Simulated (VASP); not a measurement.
Output of a VASP run:

OUTCAR:
```
 ion  position               nearest neighbor table
   1  0.333  0.667  0.250-   2 3.44   2 3.44   2 3.44   2 3.44   2 3.44   2 3.44
   2  0.667  0.333  0.750-   1 3.44   1 3.44   1 3.44   1 3.44   1 3.44   1 3.44
  LATTYP: Found a hexagonal cell.
 ALAT       =     3.5711562724
 C/A-ratio  =     1.5410586183
 Subroutine PRICEL returns:
 Original cell was already a primitive cell.
 Subroutine GETGRP returns: Found 24 space group operations
The static configuration has the point symmetry D_3d.
 The point group associated with its full space group is D_6h.
The dynamic configuration has the point symmetry D_3d.
 Subroutine INISYM returns: Found 24 space group operations
 Subroutine IBZKPT returns following result:
 Found     76 irreducible k-points:

 Following reciprocal coordinates:
            Coordinates               Weight
  0.000000  0.000000  0.000000      1.000000
  0.083333 -0.000000  0.000000      6.000000
  0.166667  0.000000  0.000000      6.000000
  0.250000  0.000000  0.000000      6.000000
  0.333333  0.000000  0.000000      6.000000
  0.416667  0.000000  0.000000      6.000000
  0.500000  0.000000  0.000000      3.000000
  0.083333  0.083333  0.000000      6.000000
  0.166667  0.083333  0.000000     12.000000
  0.250000  0.083333  0.000000     12.000000
  0.333333  0.083333  0.000000     12.000000
  0.416667  0.083333  0.000000     12.000000
  0.166667  0.166667  0.000000      6.000000
  0.250000  0.166667  0.000000     12.000000
  0.333333  0.166667  0.000000     12.000000
  0.416667  0.166667  0.000000      6.000000
  0.250000  0.250000  0.000000      6.000000
  0.333333  0.250000  0.000000     12.000000
  0.333333  0.333333  0.000000      2.000000
  0.000000  0.000000  0.142857      2.000000
  0.083333 -0.000000  0.142857     12.000000
  0.166667  0.000000  0.142857     12.000000
  0.250000  0.000000  0.142857     12.000000
  0.333333  0.000000  0.142857     12.000000
  0.416667  0.000000  0.142857     12.000000
  0.500000  0.000000  0.142857      6.000000
  0.083333  0.083333  0.142857     12.000000
  0.166667  0.083333  0.142857     24.000000
  0.250000  0.083333  0.142857     24.000000
  0.333333  0.083333  0.142857     24.000000
  0.416667  0.083333  0.142857     24.000000
  0.166667  0.166667  0.142857     12.000000
  0.250000  0.166667  0.142857     24.000000
  0.333333  0.166667  0.142857     24.000000
  0.416667  0.166667  0.142857     12.000000
  0.250000  0.250000  0.142857     12.000000
  0.333333  0.250000  0.142857     24.000000
  0.333333  0.333333  0.142857      4.000000
  0.000000  0.000000  0.285714      2.000000
  0.083333 -0.000000  0.285714     12.000000
   k-points           NKPTS =     76   k-points in BZ     NKDIM =     76   number of bands    NBANDS=     15
   number of dos      NEDOS =    301   number of ions     NIONS =      2
   total plane-waves  NPLWV =  32928
   dimension x,y,z NGX =    28 NGY =   28 NGZ =   42
   dimension x,y,z NGXF=    56 NGYF=   56 NGZF=   84
   ions per type =               2
   PREC   = accura    normal or accurate (medium, high low for compatibility)
   ISTART =      0    job   : 0-new  1-cont  2-samecut
   ICHARG =      2    charge: 1-file 2-atom 10-const
   ISPIN  =      1    spin polarized calculation?
   LNONCOLLINEAR =      F non collinear calculations
   LSORBIT =      F    spin-orbit coupling
   INIWAV =      1    electr: 0-lowe 1-rand  2-diag
   ENCUT  =  520.0 eV  38.22 Ry    6.18 a.u.   6.64  6.64 10.23*2*pi/ulx,y,z
   NELM   =    100;   NELMIN=  2; NELMDL= -5     # of ELM steps
   EDIFF  = 0.1E-06   stopping-criterion for ELM
   LREAL  =      F    real-space projection
   NLSPLINE    = F    spline interpolate recip. space projectors
   LMAXMIX     =    4 max onsite mixed and CHGCAR
   VOSKOWN=      0    Vosko Wilk Nusair interpolation
   EDIFFG = -.1E-01   stopping-criterion for IOM
   NSW    =     30    number of steps for IOM
...
```

File OSZICAR:
```
       N       E                     dE             d eps       ncg     rms          rms(c)
DAV:   1     0.910763331317E+02    0.91076E+02   -0.11757E+04  2288   0.141E+03
DAV:   2    -0.548827707294E+01   -0.96565E+02   -0.95530E+02  2784   0.293E+02
DAV:   3    -0.130116519146E+02   -0.75234E+01   -0.74780E+01  4329   0.488E+01
DAV:   4    -0.131395780822E+02   -0.12793E+00   -0.12790E+00  2547   0.741E+00
DAV:   5    -0.131432735323E+02   -0.36955E-02   -0.36953E-02  3362   0.900E-01    0.349E+01
DAV:   6    -0.128548965326E+02    0.28838E+00   -0.40137E-01  2294   0.469E+00    0.216E+01
DAV:   7    -0.128212323945E+02    0.33664E-01   -0.80180E-01  3071   0.605E+00    0.177E+00
DAV:   8    -0.128108291080E+02    0.10403E-01   -0.15712E-01  2784   0.264E+00    0.766E-01
DAV:   9    -0.128102201474E+02    0.60896E-03   -0.44614E-03  3097   0.486E-01    0.310E-01
DAV:  10    -0.128102737153E+02   -0.53568E-04   -0.12195E-03  2539   0.354E-01    0.166E-01
DAV:  11    -0.128102619991E+02    0.11716E-04   -0.80115E-05  3332   0.866E-02    0.466E-02
DAV:  12    -0.128102578933E+02    0.41058E-05   -0.11950E-05  2819   0.322E-02    0.193E-02
DAV:  13    -0.128102592455E+02   -0.13521E-05   -0.41263E-06  2630   0.214E-02    0.199E-03
DAV:  14    -0.128102593805E+02   -0.13507E-06   -0.13491E-07  2198   0.242E-03    0.138E-03
DAV:  15    -0.128102593105E+02    0.70008E-07   -0.27900E-08  1574   0.149E-03
   1 F= -.13536059E+02 E0= -.13534813E+02  d E =-.135361E+02
       N       E                     dE             d eps       ncg     rms          rms(c)
DAV:   1    -0.128143018991E+02   -0.40425E-02   -0.19135E-01  2280   0.356E+00    0.304E-01
DAV:   2    -0.128121478698E+02    0.21540E-02   -0.56057E-03  2448   0.537E-01    0.190E-01
DAV:   3    -0.128112396790E+02    0.90819E-03   -0.24228E-03  2896   0.373E-01    0.128E-01
DAV:   4    -0.128112500680E+02   -0.10389E-04   -0.74727E-05  2777   0.647E-02    0.427E-02
DAV:   5    -0.128112393555E+02    0.10713E-04   -0.31830E-05  2959   0.440E-02    0.496E-03
DAV:   6    -0.128112394561E+02   -0.10065E-06   -0.11208E-06  2854   0.775E-03    0.315E-03
DAV:   7    -0.128112393904E+02    0.65762E-07   -0.38568E-08  1532   0.205E-03
   2 F= -.13537007E+02 E0= -.13535905E+02  d E =-.947861E-03
       N       E                     dE             d eps       ncg     rms          rms(c)
DAV:   1    -0.128152173335E+02   -0.39779E-02   -0.22244E-01  2280   0.383E+00    0.330E-01
DAV:   2    -0.128126776426E+02    0.25397E-02   -0.65518E-03  2455   0.578E-01    0.207E-01
DAV:   3    -0.128116141027E+02    0.10635E-02   -0.28306E-03  2882   0.401E-01    0.139E-01
DAV:   4    -0.128116249356E+02   -0.10833E-04   -0.85516E-05  2770   0.694E-02    0.465E-02
DAV:   5    -0.128116130453E+02    0.11890E-04   -0.35779E-05  2952   0.465E-02    0.536E-03
DAV:   6    -0.128116131667E+02   -0.12134E-06   -0.12374E-06  2868   0.817E-03    0.336E-03
DAV:   7    -0.128116131046E+02    0.62074E-07   -0.44171E-08  1469   0.219E-03
   3 F= -.13537352E+02 E0= -.13536484E+02  d E =-.129254E-02
```

File OUTCAR:
```
------------------------ aborting loop because EDIFF is reached ----------------------------------------
 Edisp (eV)   -0.72574
  FORCE on cell =-STRESS in cart. coord.  units (eV):
  Direction    XX          YY          ZZ          XY          YZ          ZX
  --------------------------------------------------------------------------------------
  Total       0.56682     0.56682     0.56382    -0.00000     0.00000    -0.00000
  in kB      14.94098    14.94098    14.86185    -0.00000     0.00000    -0.00000
  external pressure =       14.91 kB  Pullay stress =        0.00 kB
  volume of cell :       60.78
      direct lattice vectors                 reciprocal lattice vectors
     1.777299156 -3.078372715 -0.000000000     0.281325740 -0.162423477  0.000000000
     1.777299156  3.078372715  0.000000000     0.281325740  0.162423477  0.000000000
    -0.000000000  0.000000000  5.554751129     0.000000000 -0.000000000  0.180026067
 POSITION                                       TOTAL-FORCE (eV/Angst)
 -----------------------------------------------------------------------------------
      1.77730      1.02613      1.38869        -0.000000      0.000000     -0.000000
      1.77730     -1.02613      4.16606         0.000000     -0.000000      0.000000
 -----------------------------------------------------------------------------------
    total drift:                                0.000059      0.000507     -0.000010
  FREE ENERGIE OF THE ION-ELECTRON SYSTEM (eV)
  ---------------------------------------------------
  free  energy   TOTEN  =       -13.5373519367 eV

  energy  without entropy=      -13.5347492654  energy(sigma->0) =      -13.53648438

 reached required accuracy - stopping structural energy minimisation
```
(Selected blocks of OUTCAR.)

File POSCAR:
```
Y
1
    1.7855780220    -3.0927121187     0.0000000000
    1.7855780220     3.0927121187     0.0000000000
    0.0000000000     0.0000000000     5.5033611509
Y
2
Direct
  0.3333330000   0.6666670000   0.2500000000
  0.6666670000   0.3333330000   0.7500000000
```

**Question.** Reconstruct the remaining input files.

**Answer.** This is not unique; one that fits is the input of the run itself, PBE GGA with D3 dispersion (Becke-Johnson damping), plane waves, VASP's PBE PAW potentials (set 64).

### INCAR
```
SYSTEM = Y
PREC = Accurate
ENCUT = 520
EDIFF = 1E-7
NELM = 100
ALGO = Normal
LREAL = .FALSE.
LASPH = .TRUE.
ISMEAR = 1
SIGMA = 0.1
GGA = PE
IVDW = 12
LMAXMIX = 4
LWAVE = .FALSE.
LCHARG = .FALSE.
ISIF = 4
IBRION = 2
NSW = 30
EDIFFG = -0.01
```

KPOINTS:
```
Automatic mesh
0
Gamma
12 12 7
0 0 0
```

POTCAR, in this order: Y_sv (PBE.64 set). Program: vasp_std.

The compound is Y in the hcp structure. This cell is one point of a volume scan, at 0.97 of the reference volume. Symmetry was kept, so distortions that lower it aren't found.
